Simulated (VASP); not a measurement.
## TiIn11P12 (a cell with a defect): single point with PBEsol+U

Crystal: TiIn11P12 (a cell with a defect).

```xyz
24
Lattice="0.0000 8.8030 8.8030 5.8687 0.0000 5.8687 5.8687 5.8687 0.0000" Properties=species:S:1:pos:R:3 pbc="T T T"
Ti    0.0000    0.0000    0.0000
In    2.9343    2.9343    0.0000
In    2.9343    0.0000    2.9343
In    5.8687    2.9343    2.9343
In    0.0000    2.9343    2.9343
In    2.9343    5.8687    2.9343
In    2.9343    2.9343    5.8687
In    5.8687    5.8687    5.8687
In    0.0000    5.8687    5.8687
In    2.9343    8.8031    5.8687
In    2.9343    5.8687    8.8031
In    5.8687    8.8031    8.8031
P     1.4672    1.4672    1.4672
P     4.4015    4.4015    1.4672
P     4.4015    1.4672    4.4015
P     7.3359    4.4015    4.4015
P     1.4672    4.4015    4.4015
P     4.4015    7.3359    4.4015
P     4.4015    4.4015    7.3359
P     7.3359    7.3359    7.3359
P     1.4672    7.3359    7.3359
P     4.4015   10.2702    7.3359
P     4.4015    7.3359   10.2702
P     7.3359   10.2702   10.2702
```

* Program: VASP 6.6.1
* Task: single point
* Functional: PBEsol
* Potentials or basis: VASP PAW PBE potentials, release 64 (Ti_sv, In_d, P)
* Cutoff: 350 eV
* k mesh: 2 × 2 × 2
* Occupations: gaussian, width 0.03 eV
* Spin: collinear spin, ferromagnetic start
* Starting moments: [1.0, 0.0, 0.0, 0.0, 0.0, 0.0, 0.0, 0.0, 0.0, 0.0, 0.0, 0.0, 0.0, 0.0, 0.0, 0.0, 0.0, 0.0, 0.0, 0.0, 0.0, 0.0, 0.0, 0.0] μB
* Fixed moment: 1 μB
* Hubbard terms: Ti d U = 3 eV
* Dq: 0
* Further INCAR settings: LREAL = Auto; ALGO = Normal; EDIFF = 1e-05; NBANDS = 130

- Pressure: -0.4 GPa
- Largest force: 0.826 eV/Å
- Net moment: 1.00 μB per cell
- Site moments: Ti +0.89; In +0.01, +0.00, -0.00; P -0.03, +0.00, -0.01, -0.00 μB
- Valence electrons inside the program's atomic spheres: Ti 10.04; In 11.49, 11.50; P 2.52, 2.51

Forces on the atoms (eV/Å):
```
Ti   0.035 -0.038 -0.038
In   0.009 -0.012 -0.016
In   0.009 -0.016 -0.012
In   0.004 -0.013 -0.013
In   0.016  0.016  0.016
In  -0.017 -0.016  0.013
In  -0.017  0.013 -0.016
In   0.009 -0.012 -0.012
In  -0.001 -0.032 -0.032
In   0.037 -0.006 -0.039
In   0.037 -0.039 -0.006
In   0.008 -0.010 -0.010
P   -0.524 -0.452 -0.452
P    0.455  0.498 -0.425
P    0.455 -0.425  0.498
P   -0.006  0.015  0.015
P   -0.041  0.029  0.029
P    0.003  0.012  0.001
P    0.003  0.001  0.012
P   -0.009  0.009  0.009
P   -0.458  0.458  0.458
P   -0.001  0.009  0.003
P   -0.001  0.003  0.009
P   -0.003  0.008  0.008
```

Stress tensor (GPa, compression positive):
```
-0.43  0.16  0.16
 0.16 -0.40 -0.16
 0.16 -0.16 -0.40
```

Eigenvalues of the final occupation matrices:
```
    site  spin  trace               eigenvalues
site 1 d     1   1.32  0.17 0.17 0.17 0.40 0.42
site 1 d     2   0.45  0.03 0.03 0.13 0.13 0.13
```

Wall time 7 min on 4 MPI ranks on Intel(R) Xeon(R) 6975P-C (Granite Rapids), with other jobs on the host, peak memory 0.55 GiB a rank.

Caveat: the k mesh is coarse (spacing up to 0.46 Å⁻¹), so the values aren't converged; the PAW data sets were made with another functional, which shifts forces and pressure a little; the total moment is fixed, so each spin has its own Fermi level; the U is typed as a test and isn't derived for this compound. The state reached can hang on the start; a lower one may exist.
